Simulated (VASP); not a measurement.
OSZICAR of a VASP run on SrO (rock salt):

File OSZICAR:
```
       N       E                     dE             d eps       ncg     rms          rms(c)
DAV:   1     0.773269589553E+02    0.77327E+02   -0.87794E+03 12296   0.131E+03
DAV:   2    -0.106961061491E+02   -0.88023E+02   -0.80694E+02 16996   0.251E+02
DAV:   3    -0.141476264966E+02   -0.34515E+01   -0.34272E+01 16196   0.486E+01
DAV:   4    -0.142333963086E+02   -0.85770E-01   -0.85740E-01 16680   0.701E+00
DAV:   5    -0.142351457908E+02   -0.17495E-02   -0.17494E-02 16508   0.759E-01    0.173E+01
DAV:   6    -0.121387567971E+02    0.20964E+01   -0.10418E+01 14272   0.245E+01    0.207E+01
DAV:   7    -0.120340528702E+02    0.10470E+00   -0.56828E-01 15748   0.675E+00    0.119E+01
DAV:   8    -0.120265158290E+02    0.75370E-02   -0.13483E-01 13292   0.408E+00    0.850E-01
DAV:   9    -0.120270565829E+02   -0.54075E-03   -0.13614E-02 17540   0.988E-01    0.211E-01
DAV:  10    -0.120277362627E+02   -0.67968E-03   -0.11498E-03 12964   0.346E-01    0.469E-02
DAV:  11    -0.120278383913E+02   -0.10213E-03   -0.17832E-04 15232   0.117E-01    0.421E-02
DAV:  12    -0.120278527823E+02   -0.14391E-04   -0.25888E-05 13288   0.509E-02    0.232E-02
DAV:  13    -0.120278514432E+02    0.13390E-05   -0.35154E-06 15528   0.217E-02    0.240E-03
DAV:  14    -0.120278512888E+02    0.15444E-06   -0.35013E-07  7308   0.600E-03
   1 F= -.12027851E+02 E0= -.12027851E+02  d E =-.580385E-23
```

Which electronic solver shows in the log?

It is blocked Davidson (ALGO = Normal, or the opening steps of other solvers). The INCAR had ALGO = Normal.

Can the final energy be trusted as converged?

The run converged. It stopped with EDIFF = 1E-6, NELM = 100 (PBE GGA, plane waves, VASP's PBE PAW potentials (set 64)).

The compound is SrO in the rock salt structure. The cell was not relaxed at this level, atoms are displaced from their ideal sites. The run is one of a series of settings (ISYM = -1 against the base run), some of them coarse on purpose.
